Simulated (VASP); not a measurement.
Energy against volume of BAs (zinc blende). Computed with vdW-DF-cx, VASP's PBE PAW potentials (set 64) (plane waves; VASP).

```
V (Å³/atom)  E (eV/atom)
-----------  -----------
12.991          -4.71860
13.405          -4.73665
13.820          -4.74232
14.235          -4.73740
14.649          -4.72339
```

Fit a third-order Birch-Murnaghan equation of state.

```json
{
  "volume_per_atom": "13.82 Å³/atom",
  "bulk_modulus": "136 GPa",
  "pressure_derivative_of_the_bulk_modulus": "4.14",
  "lattice_constant_a": "4.800 Å"
}
```

Measured: bulk modulus 142 GPa (computed value off by -4.2 %), as given by PMC11618452 (zinc blende boron arsenide), quoting Tian et al.; a 4.777 Å (computed value off by +0.5 %), as given by M J Lucero et al., Journal of Physics Condensed Matter (2012), arXiv:1111.4515. The calculation is for a static lattice, while the measured bulk modulus, a hold thermal and zero-point effects, which are part of the difference.

The compound is BAs in the zinc blende structure. It was relaxed first.
